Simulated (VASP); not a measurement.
Here is the system:

```
Mg3ZnO4
1.0
    4.22785     0.00000     0.00000
    0.00000     4.22785     0.00000
    0.00000     0.00000     4.22785
Mg Zn O
3 1 4
Direct
  0.00000   0.50000   0.50000
  0.50000   0.00000   0.50000
  0.50000   0.50000   0.00000
  0.00000   0.00000   0.00000
  0.50000   0.00000   0.00000
  0.00000   0.50000   0.00000
  0.00000   0.00000   0.50000
  0.50000   0.50000   0.50000
```

Method: PBEsol GGA, VASP's PBE PAW potentials (set 64) (plane waves; VASP 6.6.1). Numerical set-up: 520 eV cut-off, 5×5×5 Γ-centred mesh, Gaussian smearing of 0.050 eV, potentials Mg Zn O.

Task: What does the run give for the energy per atom (σ→0)?

Result: 
```yaml
energy per atom (σ→0): -5.884 eV/atom
```

Only differences to runs with the same potentials and settings are physical.

The structure comes from a computed database's Mg3ZnO4 entry (Pm-3m); how it stands against other phases isn't given here. It was relaxed first. The start is the result of an earlier pass.
